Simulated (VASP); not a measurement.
Input:

```
PbS
1.0
    0.00000     2.98613     2.98613
    2.98613     0.00000     2.98613
    2.98613     2.98613     0.00000
Pb S
1 1
Direct
  0.00000   0.00000   0.00000
  0.50000   0.50000   0.50000
```

The numbers are results of r2SCAN meta-GGA, VASP's PBE PAW potentials (set 64) (plane waves; VASP), not measurements. Numerical set-up: 480 eV cut-off, 8×8×8 Γ-centred mesh, Gaussian smearing of 0.050 eV, potentials Pb_d S.

Unless said otherwise, spin-orbit coupling is left out, though it shifts the bands of the heavy elements here.

Each row applies one change to this cell, which was relaxed at other settings and keeps the small stress of the first row; at a fixed cut-off the stress holds a Pulay part, so it need not integrate to ΔE exactly. Stress is in GPa, positive when the cell is compressed; gaps are those on the k-mesh, and 0.00 means metallic.

```json
[
 {"change": "none", "ΔE (meV/atom)": "0.0", "σxx": "0.05", "σyy": "0.05", "σzz": "0.05", "largest shear component, with its sign (GPa)": "0.00", "gap (eV)": "0.70"},
 {"change": "shear strain γ_yz = +2.0 %", "ΔE (meV/atom)": "0.7", "σxx": "0.04", "σyy": "0.05", "σzz": "0.05", "largest shear component, with its sign (GPa)": "-0.41", "gap (eV)": "0.60"},
 {"change": "isotropic strain of -4.0 %", "ΔE (meV/atom)": "(withheld)", "σxx": "(withheld)", "σyy": "(withheld)", "σzz": "(withheld)", "largest shear component, with its sign (GPa)": "(withheld)", "gap (eV)": "(withheld)"},
 {"change": "shear strain γ_xy = +3.0 %", "ΔE (meV/atom)": "1.5", "σxx": "0.06", "σyy": "0.06", "σzz": "0.03", "largest shear component, with its sign (GPa)": "-0.62", "gap (eV)": "0.55"}
]
```

Task: Complete the blanks.

Result: 
- isotropic strain of -4.0 %, ΔE (meV/atom): 81.8
- isotropic strain of -4.0 %, σxx: 9.30
- isotropic strain of -4.0 %, σyy: 9.30
- isotropic strain of -4.0 %, σzz: 9.30
- isotropic strain of -4.0 %, largest shear component, with its sign (GPa): 0.00
- isotropic strain of -4.0 %, gap (eV): 0.16

Failed runs are left out, and for metals the shear rows, which the mesh's noise covers.

The compound is PbS in the rock salt structure.
